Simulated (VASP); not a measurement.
Crystal: Bi.

```
CELL_PARAMETERS angstrom
2.26750 1.30914 3.93800
-2.26750 1.30914 3.93800
0.00000 -2.61828 3.93800
ATOMIC_POSITIONS crystal
Bi 0.23400 0.23400 0.23400
Bi 0.76600 0.76600 0.76600
```

| Property | Result |
| --- | --- |
| Program | VASP 6.6.1 |
| Task | relaxation of cell and atoms |
| Functional | PBEsol |
| Potentials or basis | VASP PAW PBE potentials, release 64 (Bi_d) |
| Cutoff | 600 eV |
| k mesh | 12 × 12 × 12 |
| Occupations | methfessel-paxton, width 0.1 eV |
| Spin | no spin polarisation |

At the start: pressure -0.2 GPa; volume 35.07 Å³/atom.

Q: Where does the relaxation end?

A: Over 16 steps the energy falls by 3.0 meV/atom and the volume is 34.39 Å³/atom (-1.9 %); space group R-3m (No. 166, to 0.05 Å).

The path:
```tsv
step	energy change (eV)	largest force (eV/Å)	pressure (GPa)	volume (Å³)
1	0.0000	0.1593	-0.25	70.14
2	-0.0027	0.1286	-0.01	69.59
3	-0.0041	0.0906	0.31	68.90
4	-0.0053	0.0038	-0.17	69.26
5	-0.0053	0.0063	-0.16	69.23
6	-0.0057	0.0088	-0.06	69.00
7	-0.0059	0.0185	0.00	68.82
8	-0.0059	0.0217	0.00	68.78
9	-0.0059	0.0270	0.00	68.70
10	-0.0059	0.0208	0.04	68.74
11	-0.0059	0.0202	0.04	68.77
12	-0.0060	0.0177	-0.05	68.83
13	-0.0060	0.0169	-0.04	68.84
14	-0.0060	0.0151	-0.06	68.87
15	-0.0060	0.0050	0.06	68.72
16	-0.0060	0.0075	0.01	68.78
```

Final structure:
```
Bi
1.0
     2.26353    1.30685    3.87524
    -2.26353    1.30685    3.87524
     0.00000   -2.61370    3.87524
Bi
2
Direct
  0.23691 0.23691 0.23691
  0.76309 0.76309 0.76309
```

Caveat: the PAW data sets were made with another functional, which shifts forces and pressure a little.
